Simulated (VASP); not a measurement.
Calculation: PBEsol GGA, VASP's PBE PAW potentials (set 64) (plane waves; VASP 6.6.1).

VASP input:

INCAR:
```
# general
SYSTEM =PdIn
PREC   =Accurate
ENCUT  =520   # plane-wave cut-off (eV)
LREAL  =.FALSE.   # projection in real space or not
LASPH  =.TRUE.   # aspherical one-centre terms

# electronic loop
EDIFF  =1E-7
NELM   =100
ALGO   =Normal   # blocked Davidson
LMAXMIX=4   # l cut-off of mixed one-centre charges

# smearing
ISMEAR =1   # Methfessel-Paxton
SIGMA  =0.1   # width (eV)

# functional
GGA    =PS

# ions
ISIF   =2   # forces and stress, cell fixed

# output
LWAVE  =.FALSE.
LCHARG =.FALSE.
```

POSCAR:
```
PdIn
1
    3.2171694726     0.0000000000     0.0000000000
    0.0000000000     3.2171694726     0.0000000000
    0.0000000000     0.0000000000     3.2171694726
In Pd
1 1
Direct
  0.5000000000   0.5000000000   0.5000000000
  0.0000000000   0.0000000000   0.0000000000
```

KPOINTS:
```
Regular mesh
0
G
 11 11 11
0 0 0
```

POTCAR, in this order: In_d Pd (PBE.64 set). Program: vasp_std.

The resulting files:

File OSZICAR:
```
       N       E                     dE             d eps       ncg     rms          rms(c)
DAV:   1     0.164233776519E+03    0.16423E+03   -0.11569E+04  1703   0.203E+03
DAV:   2    -0.248729568871E+01   -0.16672E+03   -0.16261E+03  1729   0.420E+02
DAV:   3    -0.101734336097E+02   -0.76861E+01   -0.76538E+01  2107   0.958E+01
DAV:   4    -0.103012363840E+02   -0.12780E+00   -0.12766E+00  2070   0.116E+01
DAV:   5    -0.103071147016E+02   -0.58783E-02   -0.58783E-02  2521   0.220E+00    0.776E+00
DAV:   6    -0.100513145877E+02    0.25580E+00   -0.80921E-01  1932   0.124E+01    0.342E+00
DAV:   7    -0.100044867387E+02    0.46828E-01   -0.10205E-01  2375   0.649E+00    0.177E+00
DAV:   8    -0.999293592073E+01    0.11551E-01   -0.26267E-02  2184   0.183E+00    0.460E-01
DAV:   9    -0.999171990413E+01    0.12160E-02   -0.22986E-03  2156   0.898E-01    0.677E-02
DAV:  10    -0.999170749482E+01    0.12409E-04   -0.61091E-05  2436   0.130E-01    0.231E-02
DAV:  11    -0.999170709536E+01    0.39946E-06   -0.42913E-06  1888   0.228E-02    0.403E-03
DAV:  12    -0.999170737121E+01   -0.27585E-06   -0.48013E-07  2128   0.708E-03    0.143E-03
DAV:  13    -0.999170735629E+01    0.14924E-07   -0.12933E-08  1099   0.157E-03
   1 F= -.99917074E+01 E0= -.99912912E+01  d E =-.124842E-02
```

OUTCAR:
```
------------------------ aborting loop because EDIFF is reached ----------------------------------------
  FORCE on cell =-STRESS in cart. coord.  units (eV):
  Direction    XX          YY          ZZ          XY          YZ          ZX
  --------------------------------------------------------------------------------------
  Total        0.8736047      0.8736047      0.8736047      0.0000000     -0.0000000      0.0000000
  in kB       42.0342900     42.0342900     42.0342900      0.0000000     -0.0000000      0.0000000
  external PRESSURE =      42.0342900 kB  Pullay stress =       0.0000000 kB
  volume of cell :       33.30
      direct lattice vectors                 reciprocal lattice vectors
     3.217169473  0.000000000  0.000000000     0.310832242  0.000000000  0.000000000
     0.000000000  3.217169473  0.000000000     0.000000000  0.310832242  0.000000000
     0.000000000  0.000000000  3.217169473     0.000000000  0.000000000  0.310832242
 POSITION                                       TOTAL-FORCE (eV/Angst)
 -----------------------------------------------------------------------------------
      1.60858      1.60858      1.60858         0.000000      0.000000      0.000000
      0.00000      0.00000      0.00000         0.000000      0.000000      0.000000
 -----------------------------------------------------------------------------------
    total drift:                                0.000000      0.000000     -0.000000
  FREE ENERGIE OF THE ION-ELECTRON SYSTEM (eV)
  ---------------------------------------------------
  free  energy   TOTEN  =        -9.9917073563 eV

  energy  without entropy=       -9.9904589323  energy(sigma->0) =       -9.99129121
```
(Selected blocks of OUTCAR.)

OUTCAR:
```
 val. band max:       11.0997864022   @ k =   0.4545   0.4545   0.2727

 cond. band min:      11.1244269211   @ k =   0.3636   0.1818   0.1818


 Fermi energy:        11.1076322655

 k-point     1 :       0.0000    0.0000    0.0000
  band No.  band energies     occupation
      1      -3.8897      2.00000
      2      -3.8897      2.00000
      3      -3.4105      2.00000
      4      -3.4105      2.00000
      5      -3.4105      2.00000
      6       0.5813      2.00000
      7       7.0601      2.00000
      8       7.0601      2.00000
      9       8.7390      2.00000
     10       8.7390      2.00000
     11       8.7390      2.00000
     12      15.3740      0.00000
     13      15.3740      0.00000
     14      15.3740      0.00000
     15      21.1644      0.00000

 k-point     2 :       0.0909    0.0000    0.0000
  band No.  band energies     occupation
      1      -3.8839      2.00000
      2      -3.8573      2.00000
      3      -3.4203      2.00000
      4      -3.4203      2.00000
      5      -3.4074      2.00000
      6       0.7185      2.00000
      7       7.0590      2.00000
      8       7.0837      2.00000
      9       8.6285      2.00000
     10       8.6285      2.00000
     11       8.7313      2.00000
     12      14.4845      0.00000
     13      15.6569      0.00000
     14      15.6569      0.00000
     15      21.4610      0.00000

 k-point     3 :       0.1818    0.0000    0.0000
  band No.  band energies     occupation
      1      -3.8682      2.00000
      2      -3.7706      2.00000
      3      -3.4465      2.00000
      4      -3.4465      2.00000
      5      -3.3989      2.00000
      6       1.1290      2.00000
      7       7.0560      2.00000
      8       7.1040      2.00000
      9       8.3594      2.00000
     10       8.3594      2.00000
     11       8.7107      2.00000
     12      12.7944     -0.00000
     13      16.4424      0.00000
     14      16.4424      0.00000
     15      21.5387      0.00000
...
```

Unless said otherwise, spin-orbit coupling is left out, though it shifts the bands of the heavy elements here.

The compound is PdIn in the CsCl type structure. This cell is one point of a volume scan, at 0.97 of the reference volume. The electron count is odd and the run is not spin-polarised, which forces a metal.
